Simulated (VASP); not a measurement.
A cell of GdBi (relaxed from the PtS structure, space group P4_2/mmc) near equilibrium:

```xyz
4
Lattice="3.3664 0.0000 0.0000 0.0000 3.3664 0.0000 0.0000 0.0000 11.1077" Properties=species:S:1:pos:R:3 pbc="T T T"
Gd     0.0000     1.6832     0.0000
Gd     1.6832     0.0000     5.5539
Bi     0.0000     0.0000     2.7769
Bi     0.0000     0.0000     8.3308
```

All values below come from PBEsol GGA, VASP's PBE PAW potentials (set 64) (plane waves; VASP).

The 4f electrons are frozen in the core of the lanthanide potential, so 4f levels, which can set the real gap, and their magnetism are missing.

```json
[
 {"run": "as it is", "ΔE (meV/atom)": "0.0", "σxx": "0.17", "σyy": "0.17", "σzz": "-0.12", "largest shear component, with its sign (GPa)": "0.00", "largest force (eV/Å)": "0.000"},
 {"run": "after one change", "ΔE (meV/atom)": "5.8", "σxx": "-1.59", "σyy": "-0.27", "σzz": "-2.35", "largest shear component, with its sign (GPa)": "0.00", "largest force (eV/Å)": "0.048"}
]
```
Stress is in GPa, positive when the cell is compressed.

What was changed between the two runs?
(A) biaxial strain of +3.0 % in the xz plane
(B) biaxial strain of +1.5 % in the xz plane
(C) uniaxial strain of +3.0 % along x
(D) biaxial strain of +2.0 % in the yz plane

B, biaxial strain of +1.5 % in the xz plane

The structure was generated: GdBi was put into the PtS type (P4_2/mmc), which need not be its known phase.
